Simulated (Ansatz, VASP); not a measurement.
# LiZnI3 in two plane-wave programs, part 2 of 2

One calculation is typed for both programs; each brings its own data sets. How far apart do they land? The cell is generated by rule, not measured, and may not be a known phase. The two relaxations start from unlike cells of this crystal (the structure described is Ansatz's start), so only their ends are compared.

VASP 6.6.1 and Ansatz 0.2.0.

So far: Set-up; VASP: relaxation of cell and atoms, PBEsol.

The structure was built from a prototype and need not be the compound's stable phase.

## 3. Ansatz: relaxation of cell and atoms, PBEsol

Level of this step: Ansatz beside VASP: Kohn-Sham DFT, plane waves, PBEsol (Ansatz).

Ansatz runs on its PAW soft_1 files.

Its own start cell and the same functional, mesh and smearing now go to Ansatz, which takes its cutoff from its data sets.

Contents of input.yaml:

```yaml
crystal:
  lattice:
    - [5.5671905569, 0.0, 0.0]
    - [0.0, 5.5671905569, 0.0]
    - [0.0, 0.0, 5.5671905569]
  atoms:
    - { symbol: Li, position: [0.0, -0.0762079301, -0.0762079301] }
    - { symbol: Zn, position: [0.5, 0.4992281312, 0.4992281312] }
    - { symbol: I, position: [0.5, 0.502347575, -0.0001299221] }
    - { symbol: I, position: [0.5, -0.0001299221, 0.502347575] }
    - { symbol: I, position: [0.0, 0.502347575, 0.502347575] }
kpoints:
  mp_grid: { grid: [6, 6, 6] }
hamiltonian:
  xc: pbesol
  pseudopotentials: { kind: paw, azcp: { folder: soft_1 }, xc_functional: pbe }
scf:
  occupations: { method: methfessel_paxton, width: 0.2 }
output:
  forces: true
  stress: true
  eigenvalues: true
relax:
  adjacent_minimum: "off"
  f_tol: 0.002
  max_steps: 120
  cell: { stress_tol: 0.03 }
```

Command:

```sh
$ ansatz run input.yaml --threads 4 --pin off --max-ram 16384MiB --backend cpu --events-out ev --progress --plain --runs-dir out
```

Numbers of over 12 decimals in the logs are rounded to 6 here.

The log of the run:

```text
Engine: ansatz 0.2.0, aarch64-unknown-linux-gnu
Pseudopotentials: kind: paw
Pseudopotential: Li, paw, valence charge 3, recommended cutoff 420 eV (normal), soft_1/Li.paw.azcp
Pseudopotential: Zn, paw, valence charge 12, recommended cutoff 420 eV (normal), soft_1/Zn.paw.azcp
Pseudopotential: I, paw, valence charge 17, recommended cutoff 420 eV (normal), soft_1/I.paw.azcp
Functional definition: PBEsol
  exchange = pbesol_x
  correlation = pbesol_c
Crystal: 5 atoms, lattice volume = 172.547 Å³
Basis set: ecut = 420 eV, 3407 PW (Γ), exchange–correlation on 80×80×80 points (8 copies of the dense FFT grid, shifted against one another)
Bands: 40, of which v1, the nominal top of the filled ones, is band 33 counted from 1 (32 counted from 0)
Symmetry: 4 space group operations
Space group: Amm2 (ITA 38), of the structure as read, at distance tolerance 5.6e-5 Å
k-points: 52 of 216 (time reversal used)
Non-local potential: Li, projectors of the file, l = 0: 3, l = 1: 2, l = 2: 1
Non-local potential: Zn, projectors of the file, l = 0: 2, l = 1: 2, l = 2: 3, l = 3: 1
Non-local potential: I, projectors of the file, l = 0: 2, l = 1: 2, l = 2: 2, l = 3: 1
PAW form: soft (Blöchl's): semilocal exchange-correlation on the pseudo side does not see the compensation charge
PAW frozen core: Zn, regenerated for the run's functional, and the local potential with it (the file was generated under x = pbe(κ = 0.804, μ = 0.219515), c = pbe(β = 0.066725))
PAW frozen core: I, regenerated for the run's functional, and the local potential with it (the file was generated under x = pbe(κ = 0.804, μ = 0.219515), c = pbe(β = 0.066725))
PAW one-centre angular grid: Li, 110 points (default); XC on 64 Gauss nodes
PAW one-centre angular grid: Zn, 590 points (default); XC on 64 Gauss nodes
PAW one-centre angular grid: I, 590 points (default); XC on 64 Gauss nodes
Initial density: superposition of atomic densities (chi_scale 0.1, normalization cell, long waves kept (reshape's long-wave potential 0.01 eV rms))
Initial wavefunctions: pseudopotential atomic-orbital guess
Functional: x = pbesol(κ = 0.804, μ = 0.123457), c = pbesol(β = 0.046)
SCF iter   1: F=—  HF=-25784.464905 eV  |F-HF|=—  |Δ(HF+E_count)|=         —  Δρ=5.37e-2  dr2=3.34e0  ethr=3.10e-3  ⟨swp⟩=8.5  Hψ=10044  notcnv=0
preconditioner: auto → LDOS  [metal: Δε(μ)=0.086 eV  Ē_g=10.817 eV  σ=0.200 eV  W_gap=0.35  n_scr=32 (ndim 8)  ℏωp=16.5 eV  f_vac=0.103  D(μ)=2.46/eV (n_scr^D=18)  β→1.0]
SCF iter   2: F=—  HF=-25785.830474 eV  |F-HF|=—  |Δ(HF+E_count)|=    1.37e0  S|Δr|=    0.00e0  Δρ=9.22e-2  dr2=7.62e0  ethr=3.10e-3  ⟨swp⟩=4.2  Hψ=4830  notcnv=0  defer=94  recentre
preconditioner: auto → none  [metal: Δε(μ)=0.005 eV  Ē_g=8.796 eV  σ=0.200 eV  W_gap=0.02  n_scr=32 (ndim 8)  ℏωp=16.5 eV  f_vac=0.174  D(μ)=0.77/eV (n_scr^D=0)  β→0.5]
SCF iter   3: F=—  HF=-25783.472337 eV  |F-HF|=—  |Δ(HF+E_count)|=    2.36e0  S|Δr|=    0.00e0  Δρ=1.39e-2  dr2=1.92e-1  ethr=3.10e-3  ⟨swp⟩=3.1  Hψ=4322  notcnv=0  defer=104
SCF iter   4: F=—  HF=-25783.438175 eV  |F-HF|=—  |Δ(HF+E_count)|=   3.42e-2  S|Δr|=    0.00e0  Δρ=1.66e-3  dr2=3.63e-3  ethr=2.90e-4  ⟨swp⟩=2.0  Hψ=3384  notcnv=0  defer=101
SCF iter   5: F=—  HF=-25783.445583 eV  |F-HF|=—  |Δ(HF+E_count)|=   7.41e-3  S|Δr|=    0.00e0  Δρ=1.60e-3  dr2=2.68e-3  ethr=5.50e-6  ⟨swp⟩=2.0  Hψ=4220  notcnv=0  defer=101
SCF iter   6: F=—  HF=-25783.446570 eV  |F-HF|=—  |Δ(HF+E_count)|=   9.87e-4  S|Δr|=    0.00e0  Δρ=6.15e-4  dr2=1.20e-3  ethr=4.06e-6  ⟨swp⟩=2.0  Hψ=2729  notcnv=0  defer=101
SCF iter   7: F=—  HF=-25783.446284 eV  |F-HF|=—  |Δ(HF+E_count)|=   2.87e-4  S|Δr|=    0.00e0  Δρ=2.73e-4  dr2=6.35e-5  ethr=1.82e-6  ⟨swp⟩=2.0  Hψ=2735  notcnv=0  defer=101
SCF iter   8: F=—  HF=-25783.446264 eV  |F-HF|=—  |Δ(HF+E_count)|=   1.93e-5  S|Δr|=    0.00e0  Δρ=2.08e-5  dr2=7.11e-7  ethr=9.62e-8  ⟨swp⟩=2.0  Hψ=2464  notcnv=0  defer=101
SCF iter   9: F=—  HF=-25783.446264 eV  |F-HF|=—  |Δ(HF+E_count)|=   6.20e-8  S|Δr|=    0.00e0  Δρ=1.45e-5  dr2=2.28e-7  ethr=1.52e-10  ⟨swp⟩=15.2  Hψ=12214  notcnv=0
SCF iter  10: F=-25783.446264 eV  HF=-25783.446264 eV  |F-HF|=1.15e-8  |Δ(HF+E_count)|=   1.16e-8  S|Δr|=    0.00e0  Δρ=2.27e-6  dr2=6.69e-9  ethr=1.52e-10  ⟨swp⟩=6.0  Hψ=8170  notcnv=0
SCF 1 converged in 10 iterations: F = -25783.446264 eV  dr2 = 6.69e-9
  greatest PAW one-centre occupation: 0.999 electrons in one spin orbital (limit 2), on the Li atom at site 0 (counted from 0), in its partial waves of l = 0
relax step   1: F+E_penalty+E_count = -25783.44626440 eV  Δ(F+E_penalty+E_count) = +0.000e0 eV  max|allowed force component| = 2.710e-1 eV/Å  Δτ_max = 0.0000 Å  P = +0.064 GPa  Ω = 172.547 Å³  (10 SCF iters, dr2 threshold 1.00e-7 eV, accepted)
[...]
relax step  34: F+E_penalty+E_count = -25784.89176105 eV  Δ(F+E_penalty+E_count) = +6.542e-7 eV  max|allowed force component| = 1.258e-3 eV/Å  Δτ_max = 0.0007 Å  P = -0.002 GPa  Ω = 208.270 Å³  energy of the carried Pulay correction = -8.435e-4 eV  (6 SCF iters, dr2 threshold 3.43e-9 eV, accepted)
[...]
relax step  35: F+E_penalty+E_count = -25784.89243092 eV  Δ(F+E_penalty+E_count) = -6.699e-4 eV  max|allowed force component| = 1.215e-3 eV/Å  Δτ_max = 0.0000 Å  P = -0.005 GPa  Ω = 208.270 Å³  stress off target by 7.03e-3 GPa  SCF on the basis re-selected at this cell (its energy is not comparable with the rows above)  (9 SCF iters)
basis re-selected at this cell: Δ(F+E_penalty+E_count) = -6.699e-4 eV, ΔP = -0.002 GPa vs the last step (what re-selecting the basis moved, of the pressure what is left beyond the Pulay correction that the steps carried, after the strain that the cell walked since its last selection, with what the two solves' SCF thresholds leave and, on support functions, any second-order correction that the steps lacked; it is no measure of the basis error at this ecutwfc). The dense FFT grid was sized anew with the basis: this SCF ran on 30×50×50 points, the steps before it on 30×48×48, so part of this shift can come from that change (see relax.cell in the input reference). [rest of the remark cut]
SCF converged after 9 iterations
Stability not checked: this state was not tested for a lower state beside it, because cold or Methfessel-Paxton smearing, or corrected tetrahedra, fill the levels in a way that the test cannot read (fill_not_monotonic; see scf.lower_state_search)
Free energy (F): -25784.892431 eV
Harris-Foulkes:  -25784.892431 eV  (|F-HF|=3.64e-12)
Internal energy: -25784.892431 eV  (E = F + TS)
E sigma→0 (E₀):  -25784.892431 eV
Fermi energy:    3.191192 eV
Step filling:    the computed levels leave a gap of 2.3067 eV = 11.5 smearing widths at the electron count; against every level under it full and every level over it empty, smearing changes F+E_penalty+E_count by +7.59e-15 meV and its σ→0 estimate by -1.22e-13 meV
--- Per-component energies (eV) ---
  E_band       = -1424.995041
  E_kinetic    = 641.116799
  E_local      = -11382.390256  (includes V_loc(G=0)·N_el)
  E_nonlocal   = 1157.358780
  E_hartree    = 4990.035042
  E_xc         = -406.627368
  E_vxc        = -393.477305  (∫ρ·V_xc dr)
  E_paw        = -15996.786870  (= ΣΔE_a)
  E_vpaw       = -1427.665846  (= ΣTr[D̂ρ^β])
  E_aug_tail   = -0.007437  (compensation charges beyond the density's cutoff)
  E_ewald      = -4789.624884
  E_core_change = 2.033763  (= ΣΔE_core)
  E_smearing   = 0.000000  (= −TS)
  E_closure    = -0.000000  (closes the sum)
  Σ components = -25784.892431   (vs F -25784.892431, Δ=0.00e0)
--- Forces (eV/Å), atoms counted from 1 ---
  atom   1  Li     0.00000000    -0.00006138    -0.00006138
  atom   2  Zn     0.00000000    -0.00018116    -0.00018116
  atom   3  I      0.00000000    -0.00024734     0.00121439
  atom   4  I      0.00000000     0.00121439    -0.00024734
  atom   5  I      0.00000000    -0.00072513    -0.00072513
  max |Σ_I F_I| component: 6.24e-7 eV/Å
--- Stress (GPa, compression-positive) ---
       -0.003124       0.000000       0.000000
        0.000000      -0.005219      -0.001808
        0.000000      -0.001808      -0.005219
  P = ⅓ Tr σ = -0.0045 GPa (-0.045 kbar)
--- Band table (eV; the first three rows and the last of 52) ---
  k-point 0: bands = [... 29 lower, 1.6976, 1.8146, 1.8994, 2.0087, 4.3191, 6.3716, 6.4409, 7.7282, ... 3 higher]
  k-point 1: bands = [... 29 lower, 1.5659, 1.7736, 1.8428, 1.9992, 4.6241, 6.5183, 6.6081, 7.7971, ... 3 higher]
  k-point 2: bands = [... 29 lower, 1.2140, 1.6782, 1.8241, 1.9873, 5.0940, 6.8981, 6.9983, 7.9262, ... 3 higher]
  k-point 51: bands = [... 29 lower, 1.0080, 1.3210, 1.3654, 2.0124, 4.6235, 6.0121, 7.0613, 7.1555, ... 3 higher]
--- Relaxed structure (32 steps of the walk, 31 accepted, 3 SCFs on fresh bases) ---
  F+E_penalty+E_count = -25784.89243092 eV   max|allowed force component| = 1.215e-3 eV/Å   (the final SCF, on the basis selected at the relaxed cell)
  cell:  # Å, volume = 208.2696 Å³
    - [4.174358, 0, 0]
    - [0, 7.229183, 1.538991]
    - [0, 1.538991, 7.229183]
  atoms:
    - { symbol: Li, position: [0, -0.177915, -0.177915] }
    - { symbol: Zn, position: [0.5, 0.429845, 0.429845] }
    - { symbol: I, position: [0.5, 0.568151, 0.048073] }
    - { symbol: I, position: [0.5, 0.048073, 0.568151] }
    - { symbol: I, position: [0, 0.559431, 0.559431] }
```

Reading the cycles: dr2 is the Hartree energy of the density residual (eV), the measure of convergence; HF is the Harris–Foulkes estimate of the energy, which meets the free energy F at convergence.

## 4. Differences

Known differences besides the potentials themselves: the data sets hold 66 valence electrons in Ansatz (on its PAW soft_1 files) and 36 in VASP; the cutoff is 420 eV in Ansatz and 750 eV in VASP; Ansatz makes its cores anew for this functional, VASP keeps those of its PBE data sets; Ansatz adds a Pulay correction to the stress that steers its cell, VASP none. Total energies have different zeros and are not compared.

Compared:

```
                                         quantity  Ansatz    VASP  difference
                                      volume (Å³)  208.27  208.05     +0.10 %
edge a after relaxation, in the typed setting (Å)   4.174   4.179     -0.11 %
edge b after relaxation, in the typed setting (Å)   7.391   7.378     +0.18 %
```

## 5. What came out

```json
{
 "difference in edge b after relaxation, in the typed setting (relaxation of cell and atoms, PBEsol)": "0.18 %"
}
```

The difference in edge b after relaxation, in the typed setting is 0.18 % (relaxation of cell and atoms, PBEsol), within the 1.2 % picked in this series as the mark of a large difference, as far as the stopping tolerances let one tell. The data sets hold unlike numbers of valence electrons (66 in Ansatz and 36 in VASP), so part of the differences comes from the potentials. Such differences can come from data sets, numerical settings and the points named under the comparisons, not from the functional's error against experiment.

[Lines on the potential files, build, host, timing and source positions are cut from VASP's logs without a mark.]

[Logs are printed without paths, hosts, clocks, repeated set-up lines and the standing remarks that a program may print on its own settings, such as how far it seeks lower states.]

[Hosts, paths, dates, database ids (printed as entryN), source tags and the programs' standing remarks are cut or masked in the printed files.]
